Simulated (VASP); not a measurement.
An input for Quantum ESPRESSO's pw.x (written as the equivalent of a VASP run, and not itself run):

```
&CONTROL
  calculation = 'vc-relax'
  pseudo_dir = './pseudo'
  outdir = './out'
  tprnfor = .true.
  tstress = .true.
  nstep = 40
  forc_conv_thr = 0.00078
/
&SYSTEM
  ibrav = 0
  nat = 4
  ntyp = 2
  ecutwfc = 102
  occupations = 'smearing'
  smearing = 'gaussian'
  degauss = 0.003675
  input_dft = 'pbe'
/
&ELECTRONS
  conv_thr = 7.3e-08
  electron_maxstep = 100
/
&IONS
/
&CELL
  press = 450
/
ATOMIC_SPECIES
  Cd 112.414 Cd.upf
  Se 78.971 Se.upf
CELL_PARAMETERS angstrom
     1.8594010   -3.2205490    0.0000000
     1.8594010    3.2205490    0.0000000
     0.0000000    0.0000000    7.1110951
ATOMIC_POSITIONS crystal
  Cd   0.6666670  0.3333330  0.5206614
  Cd   0.3333330  0.6666670  0.0206614
  Se   0.6666670  0.3333330  0.8553386
  Se   0.3333330  0.6666670  0.3553386
K_POINTS automatic
  7 7 3 0 0 0
```

**Question.** Translate this input to VASP (INCAR, KPOINTS, POSCAR, choice of POTCAR).

**Answer.** Several could match; the one computed here: 
**INCAR**
```
LCHARG = F
ALGO = Normal   # blocked Davidson
GGA = PE
ISMEAR = 0
EDIFF = 1E-6   # SCF stop (eV)
LWAVE = F
NSW = 40   # most ionic steps
SIGMA = 0.05   # width (eV)
LASPH = T   # aspherical one-centre terms
PSTRESS = 450
SYSTEM = CdSe
ISIF = 3   # ions, shape and volume
NELM = 100   # most electronic steps
ENCUT = 500   # plane-wave cut-off (eV)
LMAXMIX = 4   # l cut-off of mixed one-centre charges
PREC = Accurate
LREAL = F   # projection in real space or not
EDIFFG = -0.02   # ionic stop
IBRION = 2   # conjugate gradients
```

File POSCAR:
```
CdSe
1
    1.8594010295    -3.2205490170     0.0000000000
    1.8594010295     3.2205490170     0.0000000000
    0.0000000000     0.0000000000     7.1110950805
Cd Se
2 2
Direct
  0.6666670000   0.3333330000   0.5206614384
  0.3333330000   0.6666670000   0.0206614384
  0.6666670000   0.3333330000   0.8553385616
  0.3333330000   0.6666670000   0.3553385616
```

KPOINTS:
```
Automatic mesh
0
gamma
7 7 3
0 0 0
```

POTCAR, in this order: Cd Se (PBE.64 set). Program: vasp_std.

Limits of the translation: the potentials are each code's own (VASP's PAW set, PseudoDojo norm-conserving files in pw.x), so ENCUT and ecutwfc are chosen apart and not converted; conv_thr bounds pw.x's estimated SCF error, while EDIFF bounds the energy change between steps; forc_conv_thr acts on force components and is met together with etot_conv_thr.

The compound is CdSe in the wurtzite structure. This run relaxes it under an external pressure of 45 GPa. Symmetry was kept, so distortions that lower it aren't found. The k-mesh is coarse (spacing up to 0.31 per Å, 2π included), so the numbers may not be converged in it.
